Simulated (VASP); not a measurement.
Method: r2SCAN meta-GGA, VASP's PBE PAW potentials (set 64) (plane waves; VASP).

VASP input:

**KPOINTS**
```
kpoints
0
G
  4 4 4
```

### INCAR
```
SYSTEM = CsPbCl3
PREC = Accurate
ENCUT = 400
EDIFF = 1E-6
NELM = 100
ALGO = Normal
LREAL = .FALSE.
LASPH = .TRUE.
ISMEAR = 0
SIGMA = 0.05
METAGGA = R2SCAN
LMIXTAU = .TRUE.
LMAXMIX = 4
LWAVE = .FALSE.
LCHARG = .FALSE.
IBRION = 2
ISIF = 3
NSW = 60
EDIFFG = -0.02
```

**POSCAR**
```
CsPbCl3
1.0
  5.6730758791   0.0000000000   0.0000000000
  0.0000000000   5.6730758791   0.0000000000
  0.0000000000   0.0000000000   5.6730758791
Cs Pb Cl
1 1 3
Cart
  0.0000000000   0.0000000000   0.0000000000
  2.8365379395   2.8365379395   2.8365379395
  2.8365379395   0.0000000000   2.8365379395
  0.0000000000   2.8365379395   2.8365379395
  2.8365379395   2.8365379395   0.0000000000
```

POTCAR, in this order: Cs_sv Pb_d Cl (PBE.64 set). Program: vasp_std.

Output of the run:

### OSZICAR
```
       N       E                     dE             d eps       ncg     rms          rms(c)
DAV:   1     0.287433440699E+03    0.28743E+03   -0.17377E+04   520   0.129E+03
DAV:   2    -0.726046578926E+02   -0.36004E+03   -0.35153E+03   648   0.332E+02
DAV:   3    -0.117646138256E+03   -0.45041E+02   -0.43505E+02   614   0.124E+02
DAV:   4    -0.119435803236E+03   -0.17897E+01   -0.17851E+01   686   0.317E+01
DAV:   5    -0.119477015115E+03   -0.41212E-01   -0.41184E-01   674   0.418E+00    0.519E+00
DAV:   6    -0.112179149337E+03    0.72979E+01   -0.38576E+00   670   0.295E+01    0.473E+00
DAV:   7    -0.106859348745E+03    0.53198E+01   -0.15759E+00   546   0.850E+00    0.183E+00
DAV:   8    -0.108020886352E+03   -0.11615E+01   -0.10527E+00   676   0.636E+00    0.139E+00
DAV:   9    -0.108005988721E+03    0.14898E-01   -0.42763E-01   526   0.571E+00    0.117E+00
DAV:  10    -0.108167369777E+03   -0.16138E+00   -0.30243E-01   556   0.517E+00    0.432E-01
DAV:  11    -0.108157764027E+03    0.96057E-02   -0.64746E-02   712   0.192E+00    0.415E-01
DAV:  12    -0.108146741029E+03    0.11023E-01   -0.32260E-03   660   0.554E-01    0.289E-01
DAV:  13    -0.108160434913E+03   -0.13694E-01   -0.18363E-02   558   0.146E+00    0.883E-02
DAV:  14    -0.108161081501E+03   -0.64659E-03   -0.89787E-03   532   0.854E-01    0.106E-01
DAV:  15    -0.108159794858E+03    0.12866E-02   -0.32811E-04   708   0.179E-01    0.103E-01
DAV:  16    -0.108162971577E+03   -0.31767E-02   -0.18335E-03   540   0.436E-01    0.295E-02
DAV:  17    -0.108162882442E+03    0.89136E-04   -0.18008E-04   662   0.103E-01    0.977E-03
DAV:  18    -0.108162901883E+03   -0.19442E-04   -0.27628E-05   580   0.504E-02    0.420E-03
DAV:  19    -0.108162998407E+03   -0.96524E-04   -0.26170E-05   540   0.489E-02    0.253E-03
DAV:  20    -0.108163001539E+03   -0.31315E-05   -0.44350E-06   480   0.201E-02    0.273E-03
DAV:  21    -0.108163012819E+03   -0.11281E-04   -0.76247E-06   580   0.266E-02    0.265E-03
DAV:  22    -0.108163014425E+03   -0.16056E-05   -0.70877E-07   432   0.779E-03    0.237E-03
DAV:  23    -0.108163014628E+03   -0.20341E-06   -0.17082E-07   342   0.557E-03
   1 F= -.10816301E+03 E0= -.10816301E+03  d E =-.108163E+03
```

**OUTCAR**
```
------------------------ aborting loop because EDIFF is reached ----------------------------------------
  FORCE on cell =-STRESS in cart. coord.  units (eV):
  Direction    XX          YY          ZZ          XY          YZ          ZX
  --------------------------------------------------------------------------------------
  Total       -0.0026551     -0.0026551     -0.0026551     -0.0000000     -0.0000000      0.0000000
  in kB       -0.0232988     -0.0232988     -0.0232988     -0.0000000     -0.0000000      0.0000000
  external PRESSURE =      -0.0232988 kB  Pullay stress =       0.0000000 kB
  volume of cell :      182.58
      direct lattice vectors                 reciprocal lattice vectors
     5.673075879  0.000000000  0.000000000     0.176271219  0.000000000  0.000000000
     0.000000000  5.673075879  0.000000000     0.000000000  0.176271219  0.000000000
     0.000000000  0.000000000  5.673075879     0.000000000  0.000000000  0.176271219
 POSITION                                       TOTAL-FORCE (eV/Angst)
 -----------------------------------------------------------------------------------
      0.00000      0.00000      0.00000         0.000000      0.000000      0.000000
      2.83654      2.83654      2.83654         0.000000      0.000000      0.000000
      2.83654      0.00000      2.83654         0.000000      0.000000      0.000000
      0.00000      2.83654      2.83654         0.000000      0.000000      0.000000
      2.83654      2.83654      0.00000         0.000000      0.000000      0.000000
 -----------------------------------------------------------------------------------
    total drift:                                0.000000      0.000000     -0.000000
  FREE ENERGIE OF THE ION-ELECTRON SYSTEM (eV)
  ---------------------------------------------------
  free  energy   TOTEN  =      -108.1630146285 eV

  energy  without entropy=     -108.1630146285  energy(sigma->0) =     -108.16301463

 reached required accuracy - stopping structural energy minimisation
```
(Selected blocks of OUTCAR.)

The compound is CsPbCl3 in the cubic perovskite structure, the ideal cubic form; the compound distorts at low or room temperature. It was relaxed first. The start is the result of an earlier pass.
